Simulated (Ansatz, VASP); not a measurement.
# Zn (Zinc) in two plane-wave programs

One calculation is typed for both programs; each brings its own data sets. How far apart do they land? The structure shown comes from an earlier Ansatz run, which isn't shown and may have moved the atoms alone.

Method: plane waves, with VASP 6.6.1 beside it; elastic constants at LDA, in Ansatz 0.2.0.

## Step 1: The structure

Symmetry: P6_3/mmc, No. 194, hexagonal system. Conventional cell: a = 2.671 Å, b = 2.671 Å, c = 4.598 Å, α = 90.00°, β = 90.00°, γ = 120.00°. Nearest to Zn lie 12 Zn at 2.67 to 2.77 Å.

## Step 2: Ansatz: elastic constants, LDA

Ansatz runs on its default PAW (the set named soft_2) files.

Elastic constants are differences of stresses under small strains, so they test the stress and the mesh.

File input.yaml:

```yaml
crystal:
  lattice:
    - [2.6713107538, 0.0, 0.0]
    - [-1.3356553769, 2.3134229742, 0.0]
    - [0.0, 0.0, 4.598262359]
  atoms:
    - { symbol: Zn, position: [0.3333333333, 0.6666666667, 0.25] }
    - { symbol: Zn, position: [0.6666666667, 0.3333333333, 0.75] }
kpoints:
  mp_grid: { grid: [24, 24, 10] }
hamiltonian:
  xc: lda
scf:
  occupations: { method: fermi_dirac, width: 1.0 }
output:
  forces: true
  stress: true
  eigenvalues: true
elastic:
  mode: relaxed_ion
  stencil: two_point
  amplitude: 0.01
```

Command:

```console
> ansatz run input.yaml --threads 4 --pin off --max-ram 16384MiB --backend cpu --events-out ev --progress --plain --runs-dir out
```

Numbers of over 12 decimals in the logs are rounded to 6 here.

What it wrote:

```text
band count auto-derived: 24 (N_el = 24.0; filled up to band 12; 16 by the electrons, moments and atoms)
Engine: ansatz 0.2.0, aarch64-unknown-linux-gnu
Pseudopotentials: kind: paw
Pseudopotential: Zn, paw, valence charge 12, recommended cutoff 420 eV (normal), Zn.paw.azcp
Functional definition: SPW92
  exchange = slater_x
  correlation = pw_c
Crystal: 2 atoms, lattice volume = 28.417 Å³
Basis set: ecut = 420 eV, 549 PW (Γ)
Bands: 24, of which v1, the nominal top of the filled ones, is band 12 counted from 1 (11 counted from 0)
Symmetry: 24 space group operations
Space group: P63/mmc (ITA 194), of the structure as read, at distance tolerance 3.1e-5 Å
k-points: 366 of 5760
Non-local potential: Zn, projectors of the file, l = 0: 2, l = 1: 2, l = 2: 3, l = 3: 1
PAW form: soft (Blöchl's): semilocal exchange-correlation on the pseudo side does not see the compensation charge
PAW frozen core: Zn, regenerated for the run's functional, and the local potential with it (the file was generated under x = pbe(κ = 0.804, μ = 0.219515), c = pbe(β = 0.066725))
PAW one-centre angular grid: Zn, 590 points (default); XC on 64 Gauss nodes
Initial density: superposition of atomic densities (neutral atoms: chi_scale 0, normalization atom), corrected by the library's trained network
Initial wavefunctions: pseudopotential atomic-orbital guess
Functional: x = slater, c = lda
SCF iter   1: F=—  HF=-6493.376983 eV  |F-HF|=—  |Δ(HF+E_count)|=         —  Δρ=8.12e-3  dr2=6.69e-3  ethr=1.77e-3  ⟨swp⟩=4.6  Hψ=34613  notcnv=0
preconditioner: auto → none  [metal: Δε(μ)=0.017 eV  Ē_g=21.775 eV  σ=1.000 eV  W_gap=0.00  n_scr=2 (ndim 8)  ℏωp=34.1 eV  f_vac=0.000  D(μ)=0.57/eV (n_scr^D=2)  sad-step TF]
SCF iter   2: F=—  HF=-6493.376365 eV  |F-HF|=—  |Δ(HF+E_count)|=   6.18e-4  Δρ=2.59e-3  dr2=1.09e-3  ethr=2.79e-5  ⟨swp⟩=2.4  Hψ=16077  notcnv=0
SCF iter   3: F=—  HF=-6493.376125 eV  |F-HF|=—  |Δ(HF+E_count)|=   2.41e-4  Δρ=2.33e-3  dr2=5.73e-4  ethr=4.54e-6  ⟨swp⟩=2.0  Hψ=12684  notcnv=0
SCF iter   4: F=—  HF=-6493.376007 eV  |F-HF|=—  |Δ(HF+E_count)|=   1.17e-4  Δρ=1.29e-4  dr2=1.21e-6  ethr=2.39e-6  ⟨swp⟩=2.0  Hψ=12721  notcnv=0
SCF iter   5: F=—  HF=-6493.376009 eV  |F-HF|=—  |Δ(HF+E_count)|=   2.12e-6  Δρ=5.57e-5  dr2=4.35e-7  ethr=5.04e-9  ⟨swp⟩=2.0  Hψ=13234  notcnv=0
SCF iter   6: F=—  HF=-6493.376010 eV  |F-HF|=—  |Δ(HF+E_count)|=   5.63e-7  Δρ=5.47e-6  dr2=4.52e-9  ethr=1.81e-9  ⟨swp⟩=2.0  Hψ=12683  notcnv=0
SCF iter   7: F=—  HF=-6493.376010 eV  |F-HF|=—  |Δ(HF+E_count)|=  6.57e-10  Δρ=3.02e-7  dr2=9.24e-12  ethr=1.88e-11  ⟨swp⟩=2.5  Hψ=12657  notcnv=0
SCF iter   8: F=—  HF=-6493.376010 eV  |F-HF|=—  |Δ(HF+E_count)|=  3.64e-12  Δρ=2.80e-8  dr2=6.75e-14  ethr=1.00e-12  ⟨swp⟩=4.0  Hψ=36606  notcnv=0
SCF iter   9: F=-6493.376010 eV  HF=-6493.376010 eV  |F-HF|=3.64e-12  |Δ(HF+E_count)|=  1.82e-12  Δρ=1.14e-9  dr2=2.17e-16  ethr=1.00e-12  ⟨swp⟩=4.6  Hψ=26023  notcnv=0
SCF 1 converged in 9 iterations: F = -6493.376010 eV  dr2 = 2.17e-16
  greatest PAW one-centre occupation: 0.980 electrons in one spin orbital (limit 2), on the Zn atom at site 1 (counted from 0), in its partial waves of l = 2
Crystal: 2 atoms, lattice volume = 28.133 Å³
Symmetry: 8 space group operations
k-points: 942 of 5760
Initial density: handed on by an earlier stage of this run
Initial wavefunctions: pseudopotential atomic-orbital guess (no wavefunctions were taken with the density)
iter 1 solved again at ethr=6.24e-4 eV; its pass at ethr=3.10e-3 eV (dr2=1.50e-1 eV) is discarded
SCF iter   1: F=—  HF=-6493.430638 eV  |F-HF|=—  |Δ(HF+E_count)|=         —  Δρ=3.88e-2  dr2=1.50e-1  ethr=6.24e-4  ⟨swp⟩=1.0  Hψ=118502  notcnv=0
preconditioner: auto → none  [metal: Δε(μ)=0.015 eV  Ē_g=21.590 eV  σ=1.000 eV  W_gap=0.00  n_scr=2 (ndim 8)  ℏωp=34.3 eV  f_vac=0.000  D(μ)=0.57/eV (n_scr^D=2)]
SCF iter   2: F=—  HF=-6493.393130 eV  |F-HF|=—  |Δ(HF+E_count)|=   3.75e-2  Δρ=1.36e-2  dr2=2.70e-2  ethr=6.24e-4  ⟨swp⟩=2.1  Hψ=32881  notcnv=0
SCF iter   3: F=—  HF=-6493.375980 eV  |F-HF|=—  |Δ(HF+E_count)|=   1.71e-2  Δρ=8.30e-3  dr2=3.83e-3  ethr=1.13e-4  ⟨swp⟩=2.0  Hψ=40571  notcnv=0
SCF iter   4: F=—  HF=-6493.374836 eV  |F-HF|=—  |Δ(HF+E_count)|=   1.14e-3  Δρ=1.44e-3  dr2=1.47e-4  ethr=1.59e-5  ⟨swp⟩=2.5  Hψ=34779  notcnv=0
SCF iter   5: F=—  HF=-6493.374980 eV  |F-HF|=—  |Δ(HF+E_count)|=   1.44e-4  Δρ=2.30e-4  dr2=8.84e-6  ethr=6.14e-7  ⟨swp⟩=2.3  Hψ=34983  notcnv=0
SCF iter   6: F=—  HF=-6493.374980 eV  |F-HF|=—  |Δ(HF+E_count)|=   8.36e-8  Δρ=1.48e-5  dr2=3.82e-8  ethr=3.69e-8  ⟨swp⟩=2.8  Hψ=36406  notcnv=0
SCF iter   7: F=—  HF=-6493.374980 eV  |F-HF|=—  |Δ(HF+E_count)|=   1.91e-7  Δρ=7.71e-7  dr2=7.11e-11  ethr=1.59e-10  ⟨swp⟩=2.5  Hψ=38067  notcnv=0
SCF iter   8: F=—  HF=-6493.374980 eV  |F-HF|=—  |Δ(HF+E_count)|=  1.82e-12  Δρ=6.40e-8  dr2=3.45e-13  ethr=2.96e-13 (applied; sched 1.00e-12)  ⟨swp⟩=2.4  Hψ=36571  notcnv=0
[...]
SCF iter   9: F=—  HF=-6493.375914 eV  |F-HF|=—  |Δ(HF+E_count)|=  9.09e-12  Δρ=7.07e-8  dr2=4.83e-12  ethr=1.48e-13 (applied; sched 1.00e-12)  ⟨swp⟩=1.0  Hψ=36336  notcnv=0
SCF iter  10: F=—  HF=-6493.375914 eV  |F-HF|=—  |Δ(HF+E_count)|=  9.09e-13  Δρ=1.37e-8  dr2=1.73e-13  ethr=2.01e-14 (applied; sched 1.00e-12)  ⟨swp⟩=1.0  Hψ=36444  notcnv=0
SCF iter  11: F=-6493.375914 eV  HF=-6493.375914 eV  |F-HF|=0.00e0  |Δ(HF+E_count)|=  9.09e-13  Δρ=1.23e-9  dr2=1.19e-15  ethr=1.00e-12  ⟨swp⟩=4.0  Hψ=94497  notcnv=0
SCF 17 converged in 11 iterations: F = -6493.375914 eV  dr2 = 1.19e-15
relax step   1: F+E_penalty+E_count = -6493.37591432 eV  Δ(F+E_penalty+E_count) = +0.000e0 eV  max|allowed force component| = 3.485e-4 eV/Å  Δτ_max = 0.0000 Å  (11 SCF iters, accepted)
[...]
relax step   2: F+E_penalty+E_count = -6493.37591443 eV  Δ(F+E_penalty+E_count) = -1.076e-7 eV  max|allowed force component| = 2.505e-4 eV/Å  Δτ_max = 0.0003 Å  (6 SCF iters, accepted)
[...]
relax step   3: F+E_penalty+E_count = -6493.37591441 eV  Δ(F+E_penalty+E_count) = +1.942e-8 eV  max|allowed force component| = 4.149e-4 eV/Å  Δτ_max = 0.0001 Å  (5 SCF iters, rejected (line search))
[...]
relax step   4: F+E_penalty+E_count = -6493.37591444 eV  Δ(F+E_penalty+E_count) = -9.769e-9 eV  max|allowed force component| = 3.205e-6 eV/Å  Δτ_max = 0.0000 Å  (5 SCF iters, accepted)
iter 1 solved again at ethr=1.00e-12 eV; its pass at ethr=3.10e-3 eV (dr2=4.04e-14 eV) is discarded
SCF iter   1: F=—  HF=-6493.375914 eV  |F-HF|=—  |Δ(HF+E_count)|=         —  Δρ=2.08e-8  dr2=3.62e-14  ethr=1.00e-12  ⟨swp⟩=2.4  Hψ=191457  notcnv=0
SCF iter   2: F=-6493.375914 eV  HF=-6493.375914 eV  |F-HF|=9.09e-13  |Δ(HF+E_count)|=  1.82e-12  Δρ=1.05e-8  dr2=9.04e-15  ethr=1.00e-12  ⟨swp⟩=4.5  Hψ=104411  notcnv=0
SCF 21 converged in 2 iterations: F = -6493.375914 eV  dr2 = 9.04e-15
SCF converged after 9 iterations
Free energy (F): -6493.376010 eV
Harris-Foulkes:  -6493.376010 eV  (|F-HF|=3.64e-12)
Internal energy: -6491.435567 eV  (E = F + TS)
E sigma→0 (E₀):  -6492.405789 eV
Entropy (-TS):   -1.940443 eV (-970.221 meV/atom)
Fermi energy:    11.649126 eV
--- Per-component energies (eV) ---
  E_band       = 109.015956
  E_kinetic    = 264.948887
  E_local      = -2982.363795  (includes V_loc(G=0)·N_el)
  E_nonlocal   = 1225.777325
  E_hartree    = 1246.997248
  E_xc         = -273.050694
  E_vxc        = -109.482518  (∫ρ·V_xc dr)
  E_paw        = -3505.213036  (= ΣΔE_a)
  E_vpaw       = -783.857683  (= ΣTr[D̂ρ^β])
  E_aug_tail   = -0.000753  (compensation charges beyond the density's cutoff)
  E_ewald      = -2471.645031
  E_core_change = 3.114283  (= ΣΔE_core)
  E_smearing   = -1.940443  (= −TS)
  E_closure    = 0.000000  (closes the sum)
  Σ components = -6493.376010   (vs F -6493.376010, Δ=0.00e0)
--- Forces (eV/Å), atoms counted from 1 ---
  atom   1  Zn    -0.00000000     0.00000000     0.00000000
  atom   2  Zn     0.00000000    -0.00000000     0.00000000
  max |Σ_I F_I| component: 1.85e-17 eV/Å
--- Stress (GPa, compression-positive) ---
        0.006179      -0.000000       0.000000
       -0.000000       0.006179       0.000000
        0.000000       0.000000       0.005582
  P = ⅓ Tr σ = 0.0060 GPa (0.060 kbar)
--- Band table (eV; the first three rows and the last of 366) ---
  k-point 0: bands = [... 8 lower, 4.1438, 4.4800, 4.4800, 8.1603, 9.5987, 28.2072, 28.2072, 28.5311, ... 8 higher]
  k-point 1: bands = [... 8 lower, 4.1585, 4.4757, 4.4757, 7.2994, 10.6077, 27.1129, 28.2790, 28.2790, ... 8 higher]
  k-point 2: bands = [... 8 lower, 4.1973, 4.4624, 4.4624, 6.1257, 12.2313, 24.8314, 28.4911, 28.4911, ... 8 higher]
  k-point 365: bands = [... 8 lower, 4.4958, 4.4958, 12.2574, 12.2574, 13.3898, 13.3898, 13.5908, 13.5908, ... 8 higher]
--- Elastic constants: 3 strain directions × 2 members + reference (group order 24) ---
  dense FFT box of the reference and of every strained cell: 20×20×32
  strains applied: 11, 33, 23; error gains: componentwise 1.00 (the most a stress slope's error grows in a printed constant), spectral 1.41 (1 for all six strains in a standard setting)
  C = ∂σ_k/∂η_j (tension-positive GPa; Voigt order 11 22 33 23 13 12):
       107.428     70.691     69.754      0.000      0.000      0.000
        70.691    107.428     69.754      0.000      0.000      0.000
        69.732     69.732     73.429      0.000      0.000      0.000
         0.000      0.000      0.000     10.816     -0.000      0.000
         0.000      0.000      0.000     -0.000     10.816      0.000
        -0.000      0.000      0.000      0.000      0.000     18.369
  reference stress σ⁰ (GPa):     -0.006     -0.006     -0.006     -0.000     -0.000      0.000
  C* (energy form; C + prestress term) asymmetry max|C*_kj − C*_jk| = 2.177e-2 GPa — a small one proves nothing (zero by symmetry where the batch's group is 432, −43m or m−3m); a large one is finite-difference/SCF noise where every solve meets its electron count
  moduli (Voigt/Reuss/Hill, GPa): K = 78.74/72.84/75.79   G = 13.21/11.50/12.35   E = 35.15   ν = 0.423
  mechanically stable: yes (min eigenvalue of sym C = 10.82 GPa)
  strain η (Voigt 11):  stress-route row diagonal C_11 = 107.43 GPa, energy-path curvature d²(F+E_count+ΔE)/dδ²/Ω₀ = 107.28 GPa
         δ    σ_11 (GPa)             F (eV)   n_scf  n_hpsi   n_pw
    -1.000e-2      -1.1518       -6493.3750043       2  197851    584   relax 4 steps, max|allowed force component| 5.12e-7 eV/Å
     1.000e-2       0.9968       -6493.3751141       2  199710    588   relax 3 steps, max|allowed force component| 1.41e-6 eV/Å
  strain η (Voigt 33):  stress-route row diagonal C_33 = 73.43 GPa, energy-path curvature d²(F+E_count+ΔE)/dδ²/Ω₀ = 73.35 GPa
         δ    σ_33 (GPa)             F (eV)   n_scf  n_hpsi   n_pw
    -1.000e-2      -0.7790       -6493.3753267       7  153492    580   relax 0 steps, max|allowed force component| 1.39e-16 eV/Å
     1.000e-2       0.6895       -6493.3753937       6  140084    592   relax 0 steps, max|allowed force component| 7.40e-17 eV/Å
  strain η (Voigt 23):  stress-route row diagonal C_44 = 10.82 GPa, energy-path curvature d²(F+E_count+ΔE)/dδ²/Ω₀ = 10.83 GPa
         δ    σ_23 (GPa)             F (eV)   n_scf  n_hpsi   n_pw
    -1.000e-2      -0.1082       -6493.3759144       2  319162    581   relax 3 steps, max|allowed force component| 2.42e-5 eV/Å
     1.000e-2       0.1081       -6493.3759144       2  320070    581   relax 4 steps, max|allowed force component| 3.20e-6 eV/Å
```

Reading the cycles: dr2 is the Hartree energy of the density residual (eV), the measure of convergence; HF is the Harris–Foulkes estimate of the energy, which meets the free energy F at convergence.

(Continued in part 2 of 2.)

[Lines on the potential files, build, host, timing and source positions are cut from VASP's logs without a mark.]

[Logs are printed without paths, hosts, clocks, repeated set-up lines and the standing remarks that a program may print on its own settings, such as how far it seeks lower states.]

[Hosts, paths, dates, database ids (printed as entryN), source tags and the programs' standing remarks are cut or masked in the printed files.]
